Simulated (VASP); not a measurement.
Input:

```
CaB6
1.0
    4.20217     0.00000     0.00000
    0.00000     4.20217     0.00000
    0.00000     0.00000     4.20217
Ca B
1 6
Direct
  0.00000   0.00000   0.00000
  0.20168   0.50000   0.50000
  0.79832   0.50000   0.50000
  0.50000   0.20168   0.50000
  0.50000   0.79832   0.50000
  0.50000   0.50000   0.20168
  0.50000   0.50000   0.79832
```

Computed with PBE GGA, VASP's PBE PAW potentials (set 64) (plane waves; VASP). Run with 400 eV cut-off, 10×10×10 Γ-centred mesh, Gaussian smearing of 0.14 eV, potentials Ca_sv B.

At this cut-off the stress carries a Pulay error, which pulls relaxed volumes low. Energy and stress use the plane-wave basis of the starting cell.

The ions, cell shape and volume are relaxed. Predict the relaxed structure.

```
CaB6
1.0
    4.14976     0.00000     0.00000
    0.00000     4.14976     0.00000
    0.00000     0.00000     4.14976
Ca B
1 6
Cartesian
  0.00000   0.00000   0.00000
  0.83726   2.07488   2.07488
  3.31251   2.07488   2.07488
  2.07488   0.83726   2.07488
  2.07488   3.31251   2.07488
  2.07488   2.07488   0.83726
  2.07488   2.07488   3.31251
```
Space group Pm-3m (221), at a tolerance of 0.03 Å.

How do energy and volume change from the first to the last step?

The energy (σ→0) changes by -7.0 meV/atom and the volume by -3.7 %, in 5 ionic steps.

The structure comes from a computed database's CaB6 entry; how it stands against other phases isn't given here. This run relaxes it. Symmetry was kept, so distortions that lower it aren't found. The run is one of a series of settings (EDIFFG = -0.01, IBRION = 2, ISIF = 3, NSW = 50 against the base run), some of them coarse on purpose.
